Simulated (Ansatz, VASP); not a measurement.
# BaLi2Mg2Si2 in two plane-wave programs, part 2 of 2

Aim: how closely do two programs agree when they are given the same cell, functional and k mesh?  The structure shown is frame 120 of VASP's trajectory.

VASP 6.6.1 and Ansatz 0.2.0.

So far: Starting point; VASP: dynamics, LDA.

## Step 3: Ansatz: single point, LDA

Level of this step: Ansatz beside VASP: Kohn-Sham DFT, plane waves, LDA (Ansatz).

Ansatz runs on its default PAW (the set named soft_2) files.

The same cell, functional (in two slightly different forms), mesh and smearing now go to Ansatz, which takes its cutoff from its data sets.

Input file input.yaml:

```yaml
crystal:
  lattice:
    - [-4.476513, -2.584516, 8.565592]
    - [4.476513, -2.584516, 8.565592]
    - [0.0, 5.169032, 8.565592]
  atoms:
    - { symbol: Ba, position: [0.9980469373, 0.9991471072, 0.0025124556] }
    - { symbol: Ba, position: [0.4939447115, 0.5054140203, 0.0001457975] }
    - { symbol: Ba, position: [0.4953721109, 0.0022264415, 0.5001997318] }
    - { symbol: Ba, position: [0.0034543886, 0.5010021451, 0.498122856] }
    - { symbol: Si, position: [0.257904248, 0.2386354086, 0.2338612311] }
    - { symbol: Si, position: [0.7448384236, 0.7361499645, 0.2510903753] }
    - { symbol: Si, position: [0.7483225784, 0.2608630312, 0.7329181469] }
    - { symbol: Si, position: [0.2433754165, 0.740145112, 0.7414507286] }
    - { symbol: Si, position: [0.7614345225, 0.7527772439, 0.7527477152] }
    - { symbol: Si, position: [0.2582793203, 0.2492394605, 0.7608197065] }
    - { symbol: Si, position: [0.2590488232, 0.7544522767, 0.2547766794] }
    - { symbol: Si, position: [0.7531196354, 0.2603280362, 0.256674697] }
    - { symbol: Mg, position: [0.134066137, 0.134042767, 0.1390201071] }
    - { symbol: Mg, position: [0.6343905798, 0.6441926199, 0.1390969793] }
    - { symbol: Mg, position: [0.6354666505, 0.1353644504, 0.6373039118] }
    - { symbol: Mg, position: [0.1392851138, 0.6280356211, 0.6373842755] }
    - { symbol: Mg, position: [0.8715192874, 0.8578495583, 0.8641133095] }
    - { symbol: Mg, position: [0.3629291196, 0.3580760699, 0.8741244876] }
    - { symbol: Mg, position: [0.374029175, 0.8524631704, 0.3592672846] }
    - { symbol: Mg, position: [0.8662740196, 0.364952567, 0.3630975418] }
    - { symbol: Li, position: [0.5660960605, 0.5810353403, 0.5752527613] }
    - { symbol: Li, position: [0.0652458675, 0.0678928877, 0.5597435348] }
    - { symbol: Li, position: [0.0764989043, 0.5692951947, 0.0717072716] }
    - { symbol: Li, position: [0.5767204238, 0.0525550745, 0.0873307795] }
    - { symbol: Li, position: [0.4268507947, 0.4258716248, 0.441897964] }
    - { symbol: Li, position: [0.9282956578, 0.9254160482, 0.4218601401] }
    - { symbol: Li, position: [0.933177812, 0.4257576392, 0.9191487723] }
    - { symbol: Li, position: [0.439256479, 0.916022435, 0.9201049708] }
hamiltonian:
  xc: lda
  pseudopotentials: { kind: paw }
kpoints:
  mp_grid: { grid: [2, 2, 2] }
scf:
  occupations: { method: fermi_dirac, width: 0.0259 }
  n_extra_bands: 11
output:
  forces: true
  stress: true
  eigenvalues: true
```

Launch:

```bash
ansatz run input.yaml --threads 8 --pin off --max-ram 18432MiB --backend cpu --events-out ev --progress --plain --runs-dir out
```

Numbers of over 12 decimals in the logs are rounded to 6 here.

The program printed:

```text
scf.n_extra_bands = 11 over 88 filled bands (N_el = 176.0): the run solves 99 bands
Engine: ansatz 0.2.0, aarch64-unknown-linux-gnu
Pseudopotentials: kind: paw
Pseudopotential: Ba, paw, valence charge 10, recommended cutoff 420 eV (normal), Ba.paw.azcp
Pseudopotential: Si, paw, valence charge 4, recommended cutoff 420 eV (normal), Si.paw.azcp
Pseudopotential: Mg, paw, valence charge 10, recommended cutoff 420 eV (normal), Mg.paw.azcp
Pseudopotential: Li, paw, valence charge 3, recommended cutoff 420 eV (normal), Li.paw.azcp
Functional definition: SPW92
  exchange = slater_x
  correlation = pw_c
Crystal: 28 atoms, lattice volume = 594.604 Å³
Basis set: ecut = 420 eV, 11591 PW (Γ)
Bands: 99, of which v1, the nominal top of the filled ones, is band 88 counted from 1 (87 counted from 0)
Symmetry: 1 space group operations
Space group: P1 (ITA 1), of the structure as read, at distance tolerance 8.4e-5 Å
k-points: 8
Non-local potential: Ba, projectors of the file, l = 0: 3, l = 1: 2, l = 2: 2, l = 3: 2
Non-local potential: Si, projectors of the file, l = 0: 2, l = 1: 2, l = 2: 2
Non-local potential: Mg, projectors of the file, l = 0: 3, l = 1: 2, l = 2: 1
Non-local potential: Li, projectors of the file, l = 0: 3, l = 1: 2, l = 2: 1
PAW form: soft (Blöchl's): semilocal exchange-correlation on the pseudo side does not see the compensation charge
PAW frozen core: Ba, regenerated for the run's functional, and the local potential with it (the file was generated under x = pbe(κ = 0.804, μ = 0.219515), c = pbe(β = 0.066725))
PAW frozen core: Si, regenerated for the run's functional, and the local potential with it (the file was generated under x = pbe(κ = 0.804, μ = 0.219515), c = pbe(β = 0.066725))
PAW frozen core: Mg, regenerated for the run's functional, and the local potential with it (the file was generated under x = pbe(κ = 0.804, μ = 0.219515), c = pbe(β = 0.066725))
PAW one-centre angular grid: Ba, 194 points (default); XC on 64 Gauss nodes
PAW one-centre angular grid: Si, 110 points (default); XC on 64 Gauss nodes
PAW one-centre angular grid: Mg, 110 points (default); XC on 64 Gauss nodes
PAW one-centre angular grid: Li, 110 points (default); XC on 64 Gauss nodes
Initial density: superposition of atomic densities (neutral atoms: chi_scale 0, normalization atom), corrected by the library's trained network
Initial wavefunctions: pseudopotential atomic-orbital guess
Functional: x = slater, c = lda
SCF iter   1: F=—  HF=-44822.752502 eV  |F-HF|=—  |Δ(HF+E_count)|=         —  Δρ=5.43e-3  dr2=1.87e-1  ethr=1.77e-3  ⟨swp⟩=11.4  Hψ=3962  notcnv=0  defer=2
preconditioner: auto → Resta (q_TF=auto, 2.227 Å⁻¹)  ε∞=5.0  [insulator: Δε(μ)=0.070 eV  Ē_g=7.125 eV  σ=0.026 eV  W_gap=0.59  n_scr=120 (ndim 8)  ℏωp=14.3 eV  f_vac=0.000  D(μ)=3.25/eV (n_scr^D=14)  ε∞_Penn≈5.0]
SCF iter   2: F=—  HF=-44822.675217 eV  |F-HF|=—  |Δ(HF+E_count)|=   7.73e-2  Δρ=2.52e-3  dr2=3.60e-2  ethr=1.06e-4  ⟨swp⟩=3.0  Hψ=1714  notcnv=0  defer=18
SCF iter   3: F=—  HF=-44822.661513 eV  |F-HF|=—  |Δ(HF+E_count)|=   1.37e-2  Δρ=7.49e-4  dr2=5.43e-3  ethr=2.05e-5  ⟨swp⟩=2.0  Hψ=1467  notcnv=0  defer=18
SCF iter   4: F=—  HF=-44822.660671 eV  |F-HF|=—  |Δ(HF+E_count)|=   8.41e-4  Δρ=2.33e-4  dr2=4.06e-4  ethr=3.08e-6  ⟨swp⟩=2.0  Hψ=1406  notcnv=0  defer=18
SCF iter   5: F=—  HF=-44822.660630 eV  |F-HF|=—  |Δ(HF+E_count)|=   4.18e-5  Δρ=4.21e-5  dr2=1.72e-5  ethr=2.31e-7  ⟨swp⟩=1.5  Hψ=967  notcnv=0  defer=18
SCF iter   6: F=—  HF=-44822.660368 eV  |F-HF|=—  |Δ(HF+E_count)|=   2.62e-4  Δρ=1.35e-5  dr2=2.10e-6  ethr=9.75e-9  ⟨swp⟩=2.0  Hψ=1479  notcnv=0  defer=18
SCF iter   7: F=—  HF=-44822.660368 eV  |F-HF|=—  |Δ(HF+E_count)|=   4.12e-7  Δρ=6.65e-6  dr2=1.72e-6  ethr=1.19e-9  ⟨swp⟩=2.0  Hψ=1174  notcnv=0  defer=18
SCF iter   8: F=-44822.660368 eV  HF=-44822.660368 eV  |F-HF|=8.11e-9  |Δ(HF+E_count)|=   2.00e-7  Δρ=1.66e-6  dr2=3.18e-8  ethr=5.68e-11  ⟨swp⟩=11.6  Hψ=4233  notcnv=0
SCF 1 converged in 8 iterations: F = -44822.660368 eV  dr2 = 3.18e-8
  greatest PAW one-centre occupation: 1.000 electrons in one spin orbital (limit 2), on the Mg atom at site 18 (counted from 0), in its partial waves of l = 1
SCF converged after 8 iterations
Free energy (F): -44822.660368 eV
Harris-Foulkes:  -44822.660368 eV  (|F-HF|=8.11e-9)
Internal energy: -44822.652491 eV  (E = F + TS)
E sigma→0 (E₀):  -44822.656429 eV
Entropy (-TS):   -0.007877 eV (-0.281 meV/atom)
Fermi energy:    6.125997 eV
--- Per-component energies (eV) ---
  E_band       = -3598.517296
  E_kinetic    = 1783.851911
  E_local      = -17196.043359  (includes V_loc(G=0)·N_el)
  E_nonlocal   = 963.672884
  E_hartree    = 6338.403177
  E_xc         = -1422.448842
  E_vxc        = -1332.168463  (∫ρ·V_xc dr)
  E_paw        = -26435.851466  (= ΣΔE_a)
  E_vpaw       = -494.647924  (= ΣTr[D̂ρ^β])
  E_aug_tail   = 0.000139  (compensation charges beyond the density's cutoff)
  E_ewald      = -8857.245477
  E_core_change = 3.008543  (= ΣΔE_core)
  E_smearing   = -0.007877  (= −TS)
  E_closure    = 0.000000  (closes the sum)
  Σ components = -44822.660368   (vs F -44822.660368, Δ=0.00e0)
--- Forces (eV/Å), atoms counted from 1 ---
  atom   1  Ba     0.02276161    -0.15520702    -0.03346875
  atom   2  Ba    -0.24940447     0.04064936     0.08328854
  atom   3  Ba     0.05721427    -0.01189396     0.05005678
  atom   4  Ba    -0.08712596     0.05525188    -0.14591198
  atom   5  Si     0.22672717     0.43491641    -0.06062528
  atom   6  Si    -0.07841205    -0.26107116     0.04086045
  atom   7  Si    -0.32065210     0.53465490    -0.37045763
  atom   8  Si     0.19610821     0.04662449     0.03719685
  atom   9  Si     0.03378426    -0.02537805     0.19656459
  atom  10  Si    -0.04200447    -0.00520321     0.08079291
  atom  11  Si    -0.00201086     0.01502263     0.06439154
  atom  12  Si    -0.08272398    -0.00792559     0.08014599
  atom  13  Mg    -0.08421480    -0.07684872    -0.05067672
  atom  14  Mg    -0.40642313    -0.08185378    -0.53954339
  atom  15  Mg    -0.13215201    -0.04365141     0.12212554
  atom  16  Mg     0.19565630    -0.04369751     0.06860136
  atom  17  Mg     0.16311077    -0.05137651    -0.00824251
  atom  18  Mg    -0.15701111    -0.35812177    -0.07404198
  atom  19  Mg     0.41390190     0.25096307     0.18723717
  atom  20  Mg     0.11423189    -0.00608429    -0.01737569
  atom  21  Li    -0.22490729     0.06873912    -0.09644191
  atom  22  Li    -0.11330351    -0.00488879     0.16671123
  atom  23  Li     0.03052092     0.06266729    -0.04639298
  atom  24  Li     0.18024576    -0.55885147    -0.01351003
  atom  25  Li    -0.07375843    -0.30778117    -0.06650050
  atom  26  Li     0.03658887     0.07565619     0.13885582
  atom  27  Li     0.10063654     0.28734456     0.08256989
  atom  28  Li     0.28261917     0.12734497     0.12383626
  max |Σ_I F_I| component: 4.56e-5 eV/Å
--- Stress (GPa, compression-positive) ---
       -0.244983       0.044503       0.072829
        0.044503      -0.242581       0.078291
        0.072829       0.078291      -0.153683
  P = ⅓ Tr σ = -0.2137 GPa (-2.137 kbar)
--- Band table (eV; the first three rows and the last of 8) ---
  k-point 0: bands = [... 84 lower, 5.7897, 5.9050, 5.9305, 5.9635, 6.0115, 6.3541, 6.4341, 6.6018, ... 7 higher]
  k-point 1: bands = [... 84 lower, 5.4343, 5.4442, 5.6638, 5.7522, 6.5969, 6.6244, 6.9226, 6.9757, ... 7 higher]
  k-point 2: bands = [... 84 lower, 5.4413, 5.4606, 5.6634, 5.7618, 6.5852, 6.6503, 6.9144, 6.9728, ... 7 higher]
  k-point 7: bands = [... 84 lower, 5.9424, 6.0053, 6.0924, 6.1559, 6.5596, 6.5816, 6.6101, 7.3091, ... 7 higher]
```

It took 9.1 s on 8 threads of Arm Neoverse N1, shared host; peak memory 2.6 GiB.

Reading the cycles: dr2 is the Hartree energy of the density residual (eV), the measure of convergence; HF is the Harris–Foulkes estimate of the energy, which meets the free energy F at convergence.

The run ends at a pressure of -0.21 GPa, with forces up to 0.73 eV/Å.

## Step 4: Side by side

Known differences besides the PAW data sets themselves: the two LDA forms differ slightly; the data sets hold 176 valence electrons in Ansatz (default PAW (the set named soft_2) files) and 96 in VASP; the cutoff is 420 eV in Ansatz and 220 eV in VASP (PREC = Normal, projectors in real space); Ansatz makes its cores anew for this functional, VASP keeps those of its LDA data sets. Total energies have different zeros and are not compared.

Forces on 10 of the 28 atoms, picked by the larger force of the two programs (eV/Å; atoms numbered as in POSCAR):

| atom | Ansatz x, y, z | VASP x, y, z |
| --- | --- | --- |
| Si5 | 0.227, 0.435, -0.061 | 0.233, 0.442, -0.105 |
| Si6 | -0.078, -0.261, 0.041 | -0.084, -0.264, -0.002 |
| Si7 | -0.321, 0.535, -0.370 | -0.326, 0.545, -0.415 |
| Mg14 | -0.406, -0.082, -0.540 | -0.410, -0.082, -0.538 |
| Mg18 | -0.157, -0.358, -0.074 | -0.159, -0.361, -0.083 |
| Mg19 | 0.414, 0.251, 0.187 | 0.416, 0.253, 0.181 |
| Li24 | 0.180, -0.559, -0.014 | 0.182, -0.571, -0.019 |
| Li25 | -0.074, -0.308, -0.067 | -0.074, -0.312, -0.061 |
| Li27 | 0.101, 0.287, 0.083 | 0.103, 0.292, 0.088 |
| Li28 | 0.283, 0.127, 0.124 | 0.288, 0.129, 0.129 |

The forces differ by 14 meV/Å r.m.s., which is 7.5 % of the r.m.s. force of 0.19 eV/Å (both taken over all components).

## Step 5: Further runs

The difference is large enough to ask for its cause, so further runs change the set-up of one program at a time, as the table lists.

| run | r.m.s. force difference (meV/Å) |
| --- | --- |
| as above | 14 |
| cores kept as stored, as VASP does, whose cores stay as stored | 15 |
| Ansatz's larger PAW set (cutoff 780 eV) | 15 |
| norm-conserving potentials (cutoff 1143 eV) | 16 |

## Step 6: Summary of results

```
r.m.s. force difference (single point, LDA) : 14 meV/Å
```

What this shows: The r.m.s. force difference is 14 meV/Å (single point, LDA), beyond the 12 meV/Å picked in this series as the mark of a large difference. For single point, LDA: no further run halves the r.m.s. force difference; only Ansatz's side was varied, and Ansatz's runs with other potentials lie closer to each other than to VASP, which for this quantity points to VASP's side; this was not tested here. Differences of this kind measure data sets and numerical settings, not the functional's error against experiment.

[Lines on the potential files, build, host, timing and source positions are cut from VASP's logs without a mark.]

[Logs are printed without paths, hosts, clocks, repeated set-up lines and the standing remarks that a program may print on its own settings, such as how far it seeks lower states.]

[Hosts, paths, dates, database ids (printed as entryN), source tags and the programs' standing remarks are cut or masked in the printed files.]
